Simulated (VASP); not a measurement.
Runs of VASP 6.6.1 on Sn. It takes space group I4_1/amd (No. 141, tetragonal). The conventional cell has a = 5.832 Å, b = 5.832 Å, c = 3.182 Å, α = 90.00°, β = 90.00°, γ = 90.00°. Around Sn (site symmetry -4m2) lie 6 Sn at 3.02 to 3.18 Å. 

```tsv
task	level	potentials or basis	cell	k mesh	cutoff (eV)	mesh quality	gap on the mesh (eV)	pressure (GPa)	relaxed volume (Å³/atom)
relaxation of cell and atoms	PBEsol	VASP PAW PBE potentials, release 64 (Sn)	relaxed	16 × 16 × 16	580	not flagged	none	0.0	26.91
relaxation of cell and atoms	LDA	VASP PAW LDA potentials, release 64 (Sn_d)	relaxed	16 × 16 × 16	600	not flagged	none	0.0	26.19
single point	PBEsol	VASP PAW PBE potentials, release 64 (Sn_d)	as given	16 × 16 × 16	520	not flagged	none	(b)	-
relaxation of cell and atoms	PBEsol	VASP PAW PBE potentials, release 64 (Sn_d)	relaxed	16 × 16 × 16	300	not flagged	none	0.0	26.62
relaxation of cell and atoms	RPBE	VASP PAW PBE potentials, release 64 (Sn_d)	relaxed	16 × 16 × 16	600	not flagged	none	0.0	(c)
relaxation of cell and atoms	PBEsol	VASP PAW PBE potentials, release 64 (Sn_d)	relaxed	16 × 16 × 16	600	not flagged	none	0.0	(a)
relaxation of cell and atoms	PBEsol	VASP PAW PBE potentials, release 64 (Sn_d)	relaxed	6 × 6 × 6	600	coarse	none	0.0	26.82
relaxation of cell and atoms	PBEsol	VASP PAW PBE potentials, release 64 (Sn_d)	relaxed	16 × 16 × 16	480	not flagged	none	0.0	26.85
```

Alike in all rows: no spin polarisation; smearing gaussian 0.1 eV.

Q: Estimate the missing entries.

A: (a) 26.86; (b) -0.4; (c) 29.26.

Caveats: some runs use coarse meshes; the PAW data sets were made with another functional, which shifts forces and pressure a little (some runs).

A k mesh can miss the band edges, and the runs leave out spin-orbit coupling on Sn.

A gap of «none» marks a metal or a gap under the smearing width.

The runs don't all hold the same shells in valence.

Runs at the PBE level aren't shown here.
